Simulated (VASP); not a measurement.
Here is a VASP 6.6.1 calculation.

The input INCAR:

```
SYSTEM = Be3ZnSe4
PREC = Normal
ENCUT = 520
EDIFF = 1E-4
ISMEAR = 0
SIGMA = 0.15
LREAL = .False.
LASPH = .True.
NELM = 60
ALGO = Fast
ISIF = 3
LWAVE = .False.
LCHARG = .False.
GGA = PE
IBRION = 2
NSW = 24
EDIFFG = -0.08
```

Contents of KPOINTS:

```
regular mesh
0
Gamma
  4 4 2
  0 0 0
```

File POSCAR:

```
Be3ZnSe4
1.0
    3.8522531700      0.0000000000      0.0000000000
   -1.9261265900      3.3361491100      0.0000000000
    0.0000000000      0.0000000000     10.0445650100
Be Zn Se
3 1 4
Direct
    0.0000000000      0.0000000000      0.5000000000
    0.0000000000      0.0000000000      0.2604090000
    0.0000000000      0.0000000000      0.7395910000
    0.0000000000      0.0000000000      0.0000000000
    0.3333333300      0.6666666700      0.8598229900
    0.3333333300      0.6666666700      0.3759129900
    0.6666666700      0.3333333300      0.1401770100
    0.6666666700      0.3333333300      0.6240870100
```

Potentials or basis: VASP PAW PBE potentials, release 64 (Be, Zn, Se).

Launch:

```bash
$ cat potpaw_PBE.64/Be/POTCAR potpaw_PBE.64/Zn/POTCAR potpaw_PBE.64/Se/POTCAR > POTCAR
$ mpirun -np 1 vasp_std > vasp.out
```

Estimate the space group after relaxing (to 0.05 Å).

P-3m1 (No. 164).

Estimate the relaxed volume.

16.10 Å³/atom.

Final structure:
```
CELL_PARAMETERS angstrom
3.61152 0.00000 0.00000
-1.80576 3.12767 0.00000
0.00000 0.00000 11.40324
ATOMIC_POSITIONS crystal
Be 0.00000 0.00000 0.50000
Be 0.00000 0.00000 0.25900
Be 0.00000 0.00000 0.74100
Zn 0.00000 0.00000 0.00000
Se 0.33333 0.66667 0.85579
Se 0.33333 0.66667 0.38083
Se 0.66667 0.33333 0.14421
Se 0.66667 0.33333 0.61917
```

Caveat: the k mesh is coarse (spacing up to 0.47 Å⁻¹), so the values aren't converged.
